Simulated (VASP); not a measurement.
```
CuI
1.0
    0.00000     2.99676     2.99676
    2.99676     0.00000     2.99676
    2.99676     2.99676     0.00000
Cu I
1 1
Direct
  0.00000   0.00000   0.00000
  0.25000   0.25000   0.25000
```

The numbers are results of PBE GGA with D3 dispersion (zero damping), VASP's PBE PAW potentials (set 64) (plane waves; VASP 6.6.1), not measurements. Numerical set-up: 520 eV cut-off, Gaussian smearing of 0.050 eV, potentials Cu I.

Unless said otherwise, spin-orbit coupling is left out, though it shifts the bands of the heavy elements here.

Problem. Give the energies of bands 2 to 12 at the high-symmetry points, in eV from the valence-band maximum.

Solution. 
```csv
band,Γ,X,U,L,W
2,-3.80,-5.78,-5.45,-5.80,-5.28
3,-3.80,-3.89,-4.57,-3.77,-4.71
4,-3.80,-3.89,-3.83,-3.77,-3.98
5,-2.00,-2.03,-2.13,-1.97,-2.06
6,-2.00,-1.93,-1.97,-1.97,-2.06
7,0.00,-1.91,-1.85,-1.92,-1.91
8,0.00,-1.62,-1.63,-0.76,-1.73
9,0.00,-1.62,-1.35,-0.76,-1.37
10,1.24,2.65,3.07,2.19,4.62
11,4.83,2.89,4.68,5.38,4.65
12,4.83,9.43,7.61,5.38,6.05
```

The gap is direct, 1.24 eV, from the valence maximum at Γ to the conduction minimum at Γ.

Measured: gap 3.12 eV (computed value off by -1.88 eV), as given by Abedi et al., (2022), arXiv:2211.14644.

The compound is CuI in the zinc blende structure. It was relaxed first.
